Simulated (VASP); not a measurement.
The system is Bi.

```
Bi
1.0
     2.26750    1.30914    3.93800
    -2.26750    1.30914    3.93800
     0.00000   -2.61828    3.93800
Bi
2
Direct
  0.23400 0.23400 0.23400
  0.76600 0.76600 0.76600
```

* Program: VASP 6.6.1
* Task: relaxation of cell and atoms
* Functional: LDA
* Potentials or basis: VASP PAW LDA potentials, release 64 (Bi_d)
* Cutoff: 600 eV
* k mesh: 10 × 10 × 10
* Occupations: methfessel-paxton, width 0.1 eV
* Spin: no spin polarisation

At the start: pressure -1.4 GPa; volume 35.07 Å³/atom.

**Question.** How do energy, volume and symmetry change on relaxing?

**Answer.** Over 10 steps the energy falls by 8.3 meV/atom and the volume is 33.58 Å³/atom (-4.2 %); space group R-3m (No. 166, to 0.05 Å).

The path:
```tsv
step	energy change (eV)	largest force (eV/Å)	pressure (GPa)	volume (Å³)
1	0.0000	0.0825	-1.37	70.14
2	-0.0075	0.2521	0.80	67.14
3	-0.0095	0.2010	0.07	68.05
4	-0.0127	0.1350	0.06	67.78
5	-0.0159	0.0046	0.09	67.21
6	-0.0159	0.0057	0.06	67.16
7	-0.0165	0.0068	-0.07	67.29
8	-0.0166	0.0084	-0.13	67.34
9	-0.0166	0.0213	0.15	67.00
10	-0.0167	0.0062	0.02	67.17
```

Final structure:
```yaml
crystal:
  lattice:
    - [2.24902, 1.29847, 3.83340]
    - [-2.24902, 1.29847, 3.83340]
    - [0.00000, -2.59694, 3.83340]
  atoms:
    - { symbol: Bi, position: [0.23709, 0.23709, 0.23709] }
    - { symbol: Bi, position: [0.76291, 0.76291, 0.76291] }
```
